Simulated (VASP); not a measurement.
Calculation: PBE GGA with D3 dispersion (Becke-Johnson damping), VASP's PBE PAW potentials (set 64) (plane waves; VASP).

Input for VASP

### KPOINTS
```
Automatic mesh
0
Gamma
12 12 7
0 0 0
```

**POSCAR**
```
Tb
1.0
  1.7705369305  -3.0666594800   0.0000000000
  1.7705369305   3.0666594800   0.0000000000
  0.0000000000   0.0000000000   5.5323839237
Tb
2
Cart
  1.7705369305   1.0222218711   1.3830959809
  1.7705369305  -1.0222218711   4.1492879428
```

INCAR:
```
SYSTEM = Tb
PREC = Accurate
ENCUT = 520
EDIFF = 1E-7
NELM = 100
ALGO = Normal
LREAL = .FALSE.
LASPH = .TRUE.
ISMEAR = 1
SIGMA = 0.1
GGA = PE
IVDW = 12
LMAXMIX = 6
LWAVE = .FALSE.
LCHARG = .FALSE.
ISIF = 4
IBRION = 2
NSW = 30
EDIFFG = -0.01
```

POTCAR, in this order: Tb_3 (PBE.64 set). Program: vasp_std.

The resulting files:

### OUTCAR
```
 ion  position               nearest neighbor table
   1  0.333  0.667  0.250-   2 3.44   2 3.44   2 3.44   2 3.44   2 3.44   2 3.44
   2  0.667  0.333  0.750-   1 3.44   1 3.44   1 3.44   1 3.44   1 3.44   1 3.44
  LATTYP: Found a hexagonal cell.
 ALAT       =     3.5410734797
 C/A-ratio  =     1.5623465470
 Subroutine PRICEL returns:
 Original cell was already a primitive cell.
 Subroutine GETGRP returns: Found 24 space group operations
The static configuration has the point symmetry D_3d.
 The point group associated with its full space group is D_6h.
The dynamic configuration has the point symmetry D_3d.
 Subroutine INISYM returns: Found 24 space group operations
 Subroutine IBZKPT returns following result:
 Found     76 irreducible k-points:

 Following reciprocal coordinates:
            Coordinates               Weight
  0.000000  0.000000  0.000000      1.000000
  0.083333 -0.000000  0.000000      6.000000
  0.166667  0.000000  0.000000      6.000000
  0.250000  0.000000  0.000000      6.000000
  0.333333  0.000000  0.000000      6.000000
  0.416667  0.000000  0.000000      6.000000
  0.500000  0.000000  0.000000      3.000000
  0.083333  0.083333  0.000000      6.000000
  0.166667  0.083333  0.000000     12.000000
  0.250000  0.083333  0.000000     12.000000
  0.333333  0.083333  0.000000     12.000000
  0.416667  0.083333  0.000000     12.000000
  0.166667  0.166667  0.000000      6.000000
  0.250000  0.166667  0.000000     12.000000
  0.333333  0.166667  0.000000     12.000000
  0.416667  0.166667  0.000000      6.000000
  0.250000  0.250000  0.000000      6.000000
  0.333333  0.250000  0.000000     12.000000
  0.333333  0.333333  0.000000      2.000000
  0.000000  0.000000  0.142857      2.000000
  0.083333 -0.000000  0.142857     12.000000
  0.166667  0.000000  0.142857     12.000000
...
```

OSZICAR:
```
       N       E                     dE             d eps       ncg     rms          rms(c)
DAV:   1     0.434796670035E+02    0.43480E+02   -0.88808E+03  1976   0.124E+03
DAV:   2    -0.674249636646E+01   -0.50222E+02   -0.49001E+02  2071   0.261E+02
DAV:   3    -0.899531711653E+01   -0.22528E+01   -0.20919E+01  2695   0.317E+01
DAV:   4    -0.904630992894E+01   -0.50993E-01   -0.50599E-01  2270   0.475E+00
DAV:   5    -0.904761856208E+01   -0.13086E-02   -0.13073E-02  2698   0.611E-01    0.244E+01
DAV:   6    -0.905326927772E+01   -0.56507E-02   -0.19713E-02  2413   0.121E+00    0.146E+01
DAV:   7    -0.906393614737E+01   -0.10667E-01   -0.36229E-02  2296   0.166E+00    0.223E-01
DAV:   8    -0.906365507579E+01    0.28107E-03   -0.19989E-03  2371   0.370E-01    0.639E-02
DAV:   9    -0.906365812410E+01   -0.30483E-05   -0.20839E-04  2436   0.115E-01    0.308E-02
DAV:  10    -0.906365177915E+01    0.63450E-05   -0.30086E-05  2336   0.415E-02    0.356E-02
DAV:  11    -0.906365270685E+01   -0.92770E-06   -0.38324E-06  2276   0.151E-02    0.119E-03
DAV:  12    -0.906365294990E+01   -0.24305E-06   -0.32944E-07  2366   0.475E-03    0.355E-03
DAV:  13    -0.906365283154E+01    0.11836E-06   -0.32109E-08  1333   0.144E-03    0.694E-04
DAV:  14    -0.906365281665E+01    0.14897E-07   -0.66510E-09  1318   0.756E-04
   1 F= -.98202193E+01 E0= -.98201849E+01  d E =-.982022E+01
       N       E                     dE             d eps       ncg     rms          rms(c)
DAV:   1    -0.906507562328E+01   -0.14228E-02   -0.52292E-02  1986   0.169E+00    0.143E-01
DAV:   2    -0.906439916988E+01    0.67645E-03   -0.89406E-04  2336   0.259E-01    0.943E-02
DAV:   3    -0.906410515830E+01    0.29401E-03   -0.38731E-04  2424   0.155E-01    0.471E-02
DAV:   4    -0.906410681732E+01   -0.16590E-05   -0.55664E-05  2490   0.562E-02    0.230E-02
DAV:   5    -0.906410686950E+01   -0.52178E-07   -0.12425E-06  2533   0.867E-03    0.316E-03
DAV:   6    -0.906410679816E+01    0.71340E-07   -0.14016E-07  1779   0.288E-03
   2 F= -.98206627E+01 E0= -.98204833E+01  d E =-.443457E-03
       N       E                     dE             d eps       ncg     rms          rms(c)
DAV:   1    -0.906486377364E+01   -0.75690E-03   -0.34001E-02  1986   0.136E+00    0.115E-01
DAV:   2    -0.906442260259E+01    0.44117E-03   -0.58279E-04  2306   0.209E-01    0.773E-02
DAV:   3    -0.906423260094E+01    0.19000E-03   -0.24731E-04  2419   0.124E-01    0.403E-02
DAV:   4    -0.906423335155E+01   -0.75061E-06   -0.36058E-05  2485   0.453E-02    0.190E-02
DAV:   5    -0.906423334476E+01    0.67885E-08   -0.82391E-07  2484   0.709E-03
   3 F= -.98207830E+01 E0= -.98204901E+01  d E =-.563699E-03
```

### OUTCAR
```
------------------------ aborting loop because EDIFF is reached ----------------------------------------
 Edisp (eV)   -0.75655
  FORCE on cell =-STRESS in cart. coord.  units (eV):
  Direction    XX          YY          ZZ          XY          YZ          ZX
  --------------------------------------------------------------------------------------
  Total       0.40653     0.40653     0.41629     0.00000    -0.00000     0.00000
  in kB      10.84156    10.84156    11.10170     0.00000    -0.00000     0.00000
  external pressure =       10.93 kB  Pullay stress =        0.00 kB
  volume of cell :       60.08
      direct lattice vectors                 reciprocal lattice vectors
     1.765527742 -3.057983298  0.000000000     0.283201441 -0.163506452  0.000000000
     1.765527742  3.057983298 -0.000000000     0.283201441  0.163506452 -0.000000000
     0.000000000  0.000000000  5.563821651     0.000000000  0.000000000  0.179732576
 POSITION                                       TOTAL-FORCE (eV/Angst)
 -----------------------------------------------------------------------------------
      1.76553      1.01933      1.39096         0.000000      0.000000      0.000000
      1.76553     -1.01933      4.17287        -0.000000     -0.000000      0.000000
 -----------------------------------------------------------------------------------
    total drift:                                0.000000      0.000103     -0.000011
  FREE ENERGIE OF THE ION-ELECTRON SYSTEM (eV)
  ---------------------------------------------------
  free  energy   TOTEN  =        -9.8207829709 eV

  energy  without entropy=       -9.8199042672  energy(sigma->0) =       -9.82049007

 reached required accuracy - stopping structural energy minimisation
```
(Selected blocks of OUTCAR.)

### CONTCAR
```
Tb
   1.00000000000000
     1.7655277418295166   -3.0579832983835131    0.0000000000000000
     1.7655277418295166    3.0579832983835131   -0.0000000000000000
     0.0000000000000000    0.0000000000000000    5.5638216514699224
  Tb
     2
Direct
     0.3333330000000032    0.6666669999999968    0.2500000000000000
     0.6666669999999968    0.3333330000000032    0.7500000000000000
```

OUTCAR:
```
 val. band max:        3.5667934180   @ k =   0.2500   0.2500   0.4286

 cond. band min:       3.5808623827   @ k =   0.2500   0.0000   0.0000


 Fermi energy:         3.5724922650

 k-point     1 :       0.0000    0.0000    0.0000
  band No.  band energies     occupation
      1     -19.3497      2.00000
      2     -18.5772      2.00000
      3     -18.5772      2.00000
      4     -18.4376      2.00000
      5     -18.4376      2.00000
      6     -18.3925      2.00000
      7      -1.4531      2.00000
      8       1.3262      2.00000
      9       5.2240     -0.00000
     10       5.3810     -0.00000
     11       5.3810     -0.00000
     12       5.7121      0.00000
     13       6.1337      0.00000

 k-point     2 :       0.0833   -0.0000    0.0000
  band No.  band energies     occupation
      1     -19.3300      2.00000
      2     -18.6195      2.00000
      3     -18.5913      2.00000
      4     -18.4825      2.00000
      5     -18.4429      2.00000
      6     -18.4016      2.00000
      7      -1.2712      2.00000
      8       1.5007      2.00000
      9       4.9480     -0.00000
     10       4.9531     -0.00000
     11       5.5538     -0.00000
     12       5.9156      0.00000
     13       6.0495      0.00000

 k-point     3 :       0.1667    0.0000    0.0000
  band No.  band energies     occupation
      1     -19.2736      2.00000
      2     -18.7350      2.00000
      3     -18.6287      2.00000
      4     -18.6012      2.00000
      5     -18.4585      2.00000
      6     -18.4292      2.00000
      7      -0.7580      2.00000
      8       1.9560      2.00000
      9       4.3029     -0.00000
     10       4.3324     -0.00000
     11       5.4736     -0.00000
     12       6.0636      0.00000
     13       6.0727      0.00000

 k-point     4 :       0.2500    0.0000    0.0000
  band No.  band energies     occupation
      1     -19.1881      2.00000
      2     -18.8924      2.00000
      3     -18.7545      2.00000
...
```

The 4f electrons are frozen in the core of the lanthanide potential, so 4f levels, which can set the real gap, and their magnetism are missing.

The compound is Tb in the hcp structure. This cell is one point of a volume scan, at 0.97 of the reference volume. Symmetry was kept, so distortions that lower it aren't found.
